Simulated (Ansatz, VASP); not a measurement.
# GaGe: VASP beside Ansatz

```
CELL_PARAMETERS angstrom
0.00000 2.95468 2.95468
2.95468 0.00000 2.95468
2.95468 2.95468 0.00000
ATOMIC_POSITIONS crystal
Ge 0.00000 0.00000 0.00000
Ga 0.25000 0.25000 0.25000
```

Change from the starting cell: volume scaled by 1.06.

Alike in both runs: task single point; functional PBEsol; k mesh 8 × 8 × 8; occupations fermi-dirac, width 0.05 eV; no spin polarisation.

|  | VASP | Ansatz |
| --- | --- | --- |
| version | VASP 6.6.1 | Ansatz 0.2.0 |
| potentials or method | VASP PAW PBE potentials, release 64 (Ge_d, Ga_d), cutoff 520 eV | all-electron LAPW, scalar-relativistic |

```tsv
	VASP	Ansatz	Ansatz less VASP
gap on the k mesh at the Fermi level (eV)	none	none	-
pressure (GPa)	-4.7	-4.6	+0.02
```

A gap of «none» marks a metal or a gap that the smearing closes. Ansatz ran all-electron here, so the differences hold the error of VASP's frozen core and of both bases.

Caveats: the PAW data sets were made with another functional, which shifts forces and pressure a little (VASP).
